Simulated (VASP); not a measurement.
Method: r2SCAN meta-GGA, VASP's PBE PAW potentials (set 64) (plane waves; VASP).

A VASP calculation is set up with these files.

**INCAR**
```
ISIF  =  2   ! forces and stress, cell fixed
LREAL  =  .False.   ! projection in real space or not
SIGMA  =  0.05   ! width (eV)
ALGO  =  Normal   ! blocked Davidson
ISMEAR  =  0   ! Gaussian
PREC  =  Accurate
LCHARG  =  .False.
LMAXMIX  =  4   ! l cut-off of mixed one-centre charges
LWAVE  =  .False.
METAGGA  =  R2SCAN
ENCUT  =  520
LASPH  =  .True.   ! aspherical one-centre terms
SYSTEM  =  CdSe
NELM  =  100   ! most electronic steps
EDIFF  =  1E-7
LMIXTAU  =  .True.
```

POSCAR:
```
CdSe
1
    0.0000000000     3.0713735527     3.0713735527
    3.0713735527     0.0000000000     3.0713735527
    3.0713735527     3.0713735527     0.0000000000
Cd Se
1 1
Direct
  0.0000000000   0.0000000000   0.0000000000
  0.2500000000   0.2500000000   0.2500000000
```

KPOINTS:
```
Regular mesh
0
gamma
 8 8 8
```

POTCAR, in this order: Cd Se (PBE.64 set). Program: vasp_std.

What will the output report for the number of irreducible k-points (NKPTS), largest plane-wave count, number of space-group operations, FFT grid (NGX, NGY, NGZ)?

| Item | Result |
|---|---|
| number of irreducible k-points (NKPTS) | 29 |
| largest plane-wave count | 1588 |
| number of space-group operations | 24 |
| FFT grid (NGX, NGY, NGZ) | 32 × 32 × 32 |

The compound is CdSe in the zinc blende structure, whereas wurtzite is the usual form. It was relaxed first.
